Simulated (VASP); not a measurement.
Here is the system:

```yaml
crystal:
  lattice:
    - [3.05335, 0.00000, 0.00000]
    - [-1.52667, 2.64428, 0.00000]
    - [0.00000, 0.00000, 17.91397]
  atoms:
    - { symbol: Li, position: [0.66667, 0.33333, 0.44184] }
    - { symbol: Li, position: [0.66667, 0.33333, 0.55815] }
    - { symbol: F, position: [0.33333, 0.66667, 0.39076] }
    - { symbol: F, position: [0.33333, 0.66667, 0.60924] }
```

Level of theory: PBE GGA, VASP's PBE PAW potentials (set 64) (plane waves; VASP 6.6.1). Run with 400 eV cut-off, 10×10×1 Γ-centred mesh, Fermi-Dirac smearing of 0.050 eV, potentials Li_sv F.

The cell holds a wide vacuum, so values per volume refer to the whole cell.

Q: Give the energies of bands 5 to 12 at the high-symmetry points, in eV from the valence-band maximum.

A: 
```json
[
 {"band": "5", "Γ": "-1.69", "M": "-1.61", "K": "-1.38"},
 {"band": "6", "Γ": "-0.81", "M": "-1.47", "K": "-1.22"},
 {"band": "7", "Γ": "-0.02", "M": "-0.93", "K": "-0.90"},
 {"band": "8", "Γ": "-0.02", "M": "-0.58", "K": "-0.90"},
 {"band": "9", "Γ": "0.00", "M": "-0.40", "K": "-0.89"},
 {"band": "10", "Γ": "0.00", "M": "-0.37", "K": "-0.57"},
 {"band": "11", "Γ": "2.40", "M": "5.24", "K": "6.34"},
 {"band": "12", "Γ": "9.11", "M": "6.52", "K": "7.68"}
]
```

The gap is direct, 2.40 eV, from the valence maximum at Γ to the conduction minimum at Γ.

The cell is a sheet with vacuum, built from a generated structure.
